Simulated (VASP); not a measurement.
```
PbF2
1.0
    0.00000     2.85692     2.85692
    2.85692     0.00000     2.85692
    2.85692     2.85692     0.00000
Pb F
1 2
Direct
  0.00000   0.00000   0.00000
  0.25000   0.25000   0.25000
  0.75000   0.75000   0.75000
```

Computed with LDA (Ceperley-Alder, Perdew-Zunger), VASP's LDA PAW potentials (set 64) (plane waves; VASP). Numerical set-up: 620 eV cut-off, 7×7×7 Γ-centred mesh, Gaussian smearing of 0.050 eV, potentials Pb_d F.

Energy and stress use the plane-wave basis of the starting cell.

The ions, cell shape and volume at an external pressure of 10.0 GPa are relaxed. Which structure does the run end with?

```
PbF2
1.0
    0.00000     2.81869     2.81869
    2.81869     0.00000     2.81869
    2.81869     2.81869     0.00000
Pb F
1 2
Direct
  0.00000   0.00000   0.00000
  0.25000   0.25000   0.25000
  0.75000   0.75000   0.75000
```
Space group Fm-3m (225), at a tolerance of 0.03 Å.

How do energy and volume change from the first to the last step?

The energy (σ→0) changes by +28.5 meV/atom and the volume by -4.0 %, in 3 ionic steps.

The compound is PbF2 in the fluorite structure, the β form. This run relaxes it under an external pressure of 10 GPa. Symmetry was kept, so distortions that lower it aren't found.
